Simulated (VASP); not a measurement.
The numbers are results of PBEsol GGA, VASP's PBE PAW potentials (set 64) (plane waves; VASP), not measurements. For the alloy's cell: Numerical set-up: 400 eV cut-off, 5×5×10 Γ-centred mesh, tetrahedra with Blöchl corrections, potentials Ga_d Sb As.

| end member | E (eV/atom) | V (Å³/atom) | gap (eV) |
|---|---|---|---|
| GaAs (zinc blende) | -4.5444 | 22.63 | 0.44 |
| GaSb (zinc blende) | -4.0769 | 28.50 | 0.02 |

An ordered cell with a fraction 0.75 of the second end member relaxes to

```
Ga4AsSb3
1.0
   -0.00042     6.00309     5.99625
    6.00309    -0.00042     5.99625
    3.00134     3.00134     0.00000
Ga Sb As
4 3 1
Direct
  0.99955   0.99955   0.00090
  0.98559   0.50565   0.00876
  0.50565   0.98559   0.00876
  0.50903   0.50903   0.98194
  0.12537   0.12537   0.24926
  0.12518   0.62449   0.25033
  0.62449   0.12518   0.25033
  0.62514   0.62514   0.24972
```

Unless said otherwise, spin-orbit coupling is left out, though it shifts the bands of the heavy elements here.

**Question.** Estimate the mixing energy, the deviation from a linear volume and the gap.

**Answer.** Its energy is -4.1693 eV/atom, so the mixing energy is 24 meV/atom. The volume of 27.01 Å³/atom lies -0.1 % from the linear mean. The cell is without a gap at this level.
